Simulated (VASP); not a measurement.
Input for VASP

### POSCAR
```
KCl
1
    0.0000000000     3.0414749160     3.0414749160
    3.0414749160     0.0000000000     3.0414749160
    3.0414749160     3.0414749160     0.0000000000
K Cl
1 1
Direct
  0.0000000000   0.0000000000   0.0000000000
  0.5000000000   0.5000000000   0.5000000000
```

File KPOINTS:
```
Automatic mesh
0
Gamma
8 8 8
0 0 0
```

**INCAR**
```
NSW = 40   # most ionic steps
ISMEAR = 0   # Gaussian
ISIF = 3   # ions, shape and volume
ENCUT = 500
LASPH = T
SIGMA = 0.05   # width (eV)
EDIFFG = -0.02   # ionic stop
SYSTEM = KCl
LREAL = F
LWAVE = F
IBRION = 2   # conjugate gradients
ALGO = Normal
NELM = 100   # most electronic steps
EDIFF = 1E-6   # SCF stop (eV)
LCHARG = F
PREC = Accurate
```

POTCAR, in this order: K_sv Cl (LDA.64 set). Program: vasp_std.

Problem. Write an equivalent input for Ansatz.

Solution. One equivalent input (not run):
Ansatz 0.2 input:
```yaml
crystal:
  lattice:
    - [0.0000000, 3.0414749, 3.0414749]
    - [3.0414749, 0.0000000, 3.0414749]
    - [3.0414749, 3.0414749, 0.0000000]
  atoms:
    - { symbol: K, position: [0.0000000, 0.0000000, 0.0000000] }
    - { symbol: Cl, position: [0.5000000, 0.5000000, 0.5000000] }
kpoints:
  mp_grid: { grid: [8, 8, 8] }
hamiltonian:
  xc: lda
  pseudopotentials: { kind: paw }
scf:
  occupations: { method: gaussian, width: 0.05 }
  max_iter: 100
relax:
  max_steps: 40
  f_tol: 0.02
  cell: {}
output: { forces: true, stress: true, eigenvalues: true }
```
What does not carry over: each code has its own PAW files, so the cut-off isn't converted (ENCUT is set for VASP's; basis.ecutwfc is left out, and Ansatz then takes the one that its files recommend); Ansatz stops its SCF on the density residual and VASP on the energy change (EDIFF); Ansatz's lda is the Perdew-Wang form, while the LDA potentials of VASP carry Perdew-Zunger's.

The compound is KCl in the rock salt structure. It was relaxed first, which changed the volume by -10 %.
